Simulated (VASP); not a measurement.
Input for VASP

**KPOINTS**
```
Automatic mesh
0
Gamma
7 7 7
0 0 0
```

### INCAR
```
SYSTEM=MnSi
PREC=Accurate; ENCUT=500; LREAL=F
LASPH=T
EDIFF=1E-6; NELM=100; ALGO=Normal
LMAXMIX=4
ISMEAR=1; SIGMA=0.1
MAGMOM=4*0.6 4*-0.0
ISPIN=2
IBRION=2; NSW=40; ISIF=3
EDIFFG=-0.02; PSTRESS=450
LWAVE=F; LCHARG=F; LORBIT=10
```

File POSCAR:
```
MnSi
1
    4.2803609891     0.0000000000     0.0000000000
    0.0000000000     4.2803609891     0.0000000000
    0.0000000000     0.0000000000     4.2803609891
Mn Si
4 4
Direct
  0.8598034667   0.6401965333   0.3598034667
  0.3598034667   0.8598034667   0.6401965333
  0.1401965333   0.1401965333   0.1401965333
  0.6401965333   0.3598034667   0.8598034667
  0.1536206121   0.3463793879   0.6536206121
  0.6536206121   0.1536206121   0.3463793879
  0.8463793879   0.8463793879   0.8463793879
  0.3463793879   0.6536206121   0.1536206121
```

POTCAR, in this order: Mn_pv Si (LDA.64 set). Program: vasp_std.

**Question.** Translate this LDA calculation to Ansatz.

**Answer.** One equivalent input (not run):
Ansatz 0.2 input:
```yaml
crystal:
  lattice:
    - [4.2803610, 0.0000000, 0.0000000]
    - [0.0000000, 4.2803610, 0.0000000]
    - [0.0000000, 0.0000000, 4.2803610]
  atoms:
    - { symbol: Mn, position: [0.8598035, 0.6401965, 0.3598035], spin: 0.6 }
    - { symbol: Mn, position: [0.3598035, 0.8598035, 0.6401965], spin: 0.6 }
    - { symbol: Mn, position: [0.1401965, 0.1401965, 0.1401965], spin: 0.6 }
    - { symbol: Mn, position: [0.6401965, 0.3598035, 0.8598035], spin: 0.6 }
    - { symbol: Si, position: [0.1536206, 0.3463794, 0.6536206] }
    - { symbol: Si, position: [0.6536206, 0.1536206, 0.3463794] }
    - { symbol: Si, position: [0.8463794, 0.8463794, 0.8463794] }
    - { symbol: Si, position: [0.3463794, 0.6536206, 0.1536206] }
kpoints:
  mp_grid: { grid: [7, 7, 7] }
hamiltonian:
  xc: lda
  pseudopotentials: { kind: paw }
magnetization: { spin_polarized: true }
scf:
  occupations: { method: methfessel_paxton, width: 0.1 }
  max_iter: 100
relax:
  max_steps: 40
  f_tol: 0.02
  cell: { p_target: 45 }
output: { forces: true, stress: true, eigenvalues: true }
```
Limits of the translation: each code has its own PAW files, so the cut-off isn't converted (ENCUT is set for VASP's; basis.ecutwfc is left out, and Ansatz then takes the one that its files recommend); Ansatz stops its SCF on the density residual and VASP on the energy change (EDIFF); Ansatz's lda is the Perdew-Wang form, while the LDA potentials of VASP carry Perdew-Zunger's.

The compound is MnSi in the B20 structure. This run relaxes it under an external pressure of 45 GPa. Symmetry was kept, so distortions that lower it aren't found.
